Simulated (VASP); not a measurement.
Output of a VASP run:

OSZICAR:
```
       N       E                     dE             d eps       ncg     rms          rms(c)
DAV:   1     0.671096556332E+03    0.67110E+03   -0.24853E+04  1680   0.203E+03
DAV:   2     0.462923317078E+02   -0.62480E+03   -0.60560E+03  1812   0.580E+02
DAV:   3    -0.672336775354E+02   -0.11353E+03   -0.10946E+03  2644   0.215E+02
DAV:   4    -0.723987056490E+02   -0.51650E+01   -0.51589E+01  2256   0.490E+01
DAV:   5    -0.726062084973E+02   -0.20750E+00   -0.20745E+00  2368   0.825E+00    0.325E+01
DAV:   6    -0.566307309359E+02    0.15975E+02   -0.11091E+02  2044   0.103E+02    0.121E+01
DAV:   7    -0.562479984334E+02    0.38273E+00   -0.15834E+01  2120   0.316E+01    0.806E+00
DAV:   8    -0.563269600287E+02   -0.78962E-01   -0.46400E+00  2100   0.201E+01    0.459E+00
DAV:   9    -0.560993530636E+02    0.22761E+00   -0.23619E+00  2100   0.137E+01    0.141E+00
DAV:  10    -0.560987126370E+02    0.64043E-03   -0.14610E-01  2124   0.304E+00    0.202E-01
DAV:  11    -0.560989172807E+02   -0.20464E-03   -0.88745E-03  2072   0.656E-01    0.100E-01
DAV:  12    -0.560989217840E+02   -0.45033E-05   -0.80989E-04  2180   0.204E-01    0.551E-02
DAV:  13    -0.560988892842E+02    0.32500E-04   -0.12781E-04  2388   0.725E-02    0.896E-03
DAV:  14    -0.560988897523E+02   -0.46814E-06   -0.72383E-06  1940   0.206E-02    0.400E-03
DAV:  15    -0.560988899318E+02   -0.17947E-06   -0.21760E-06  2320   0.106E-02    0.227E-03
DAV:  16    -0.560988898485E+02    0.83307E-07   -0.60383E-07  2016   0.740E-03
   1 F= -.56098890E+02 E0= -.56098890E+02  d E =-.560989E+02
       N       E                     dE             d eps       ncg     rms          rms(c)
DAV:   1    -0.560989511819E+02   -0.61250E-04   -0.14148E-02  1744   0.945E-01    0.536E-02
DAV:   2    -0.560989399721E+02    0.11210E-04   -0.39911E-04  1976   0.169E-01    0.346E-02
DAV:   3    -0.560989201921E+02    0.19780E-04   -0.46596E-05  2096   0.621E-02    0.123E-02
DAV:   4    -0.560989181533E+02    0.20389E-05   -0.14995E-05  2156   0.337E-02    0.333E-03
DAV:   5    -0.560989180843E+02    0.68957E-07   -0.15457E-06  1972   0.116E-02    0.175E-03
DAV:   6    -0.560989180701E+02    0.14204E-07   -0.11080E-07  1140   0.301E-03
   2 F= -.56098918E+02 E0= -.56098918E+02  d E =-.282216E-04
```

### OUTCAR
```
------------------------ aborting loop because EDIFF is reached ----------------------------------------
  FORCE on cell =-STRESS in cart. coord.  units (eV):
  Direction    XX          YY          ZZ          XY          YZ          ZX
  --------------------------------------------------------------------------------------
  Total       -0.0513440     -0.0513440     -0.0546133      0.0000000      0.0000000      0.0000000
  in kB       -1.3236968     -1.3236968     -1.4079828      0.0000000      0.0000000      0.0000000
  external PRESSURE =      -1.3517921 kB  Pullay stress =       0.0000000 kB
  volume of cell :       62.15
      direct lattice vectors                 reciprocal lattice vectors
     4.595436821  0.000000000  0.000000000     0.217607170 -0.000000000  0.000000000
     0.000000000  4.595436821  0.000000000    -0.000000000  0.217607170  0.000000000
     0.000000000  0.000000000  2.942780842     0.000000000  0.000000000  0.339814636
 POSITION                                       TOTAL-FORCE (eV/Angst)
 -----------------------------------------------------------------------------------
      0.00000      0.00000      2.94278         0.000000      0.000000      0.000000
      2.29772      2.29772      1.47139         0.000000      0.000000      0.000000
      1.39874      1.39874      2.94278        -0.000328     -0.000328      0.000000
      3.69646      0.89897      1.47139        -0.000328      0.000328     -0.000000
      0.89897      3.69646      1.47139         0.000328     -0.000328      0.000000
      3.19669      3.19669      0.00000         0.000328      0.000328     -0.000000
 -----------------------------------------------------------------------------------
    total drift:                                0.000000     -0.000000      0.000000
  FREE ENERGIE OF THE ION-ELECTRON SYSTEM (eV)
  ---------------------------------------------------
  free  energy   TOTEN  =       -56.0989180701 eV

  energy  without entropy=      -56.0989180701  energy(sigma->0) =      -56.09891807

 reached required accuracy - stopping structural energy minimisation
```
(Selected blocks of OUTCAR.)

**POSCAR**
```
TiO2
1
    4.5947056162     0.0000000000     0.0000000000
    0.0000000000     4.5947056162     0.0000000000
    0.0000000000     0.0000000000     2.9437175501
Ti O
2 4
Direct
  0.0000000000   0.0000000000   0.0000000000
  0.5000000000   0.5000000000   0.5000000000
  0.3042739315   0.3042739315   0.0000000000
  0.8042739315   0.1957260685   0.5000000000
  0.1957260685   0.8042739315   0.5000000000
  0.6957260685   0.6957260685   0.0000000000
```

### Question
Write an INCAR and KPOINTS that could have produced this output.

### Answer
One answer among several that fit: the input of the run itself, PBEsol GGA, plane waves, VASP's PBE PAW potentials (set 64).

### KPOINTS
```
Automatic
0
Gamma
5 5 8
```

INCAR:
```
SYSTEM = TiO2
PREC = Accurate
ENCUT = 520
EDIFF = 1E-7
NELM = 100
ALGO = Normal
LREAL = .FALSE.
LASPH = .TRUE.
ISMEAR = 0
SIGMA = 0.05
GGA = PS
LMAXMIX = 4
LWAVE = .FALSE.
LCHARG = .FALSE.
ISIF = 4
IBRION = 2
NSW = 30
EDIFFG = -0.01
```

POTCAR, in this order: Ti_sv O (PBE.64 set). Program: vasp_std.

The compound is TiO2 in the rutile structure. This run relaxes it. Symmetry was kept, so distortions that lower it aren't found.
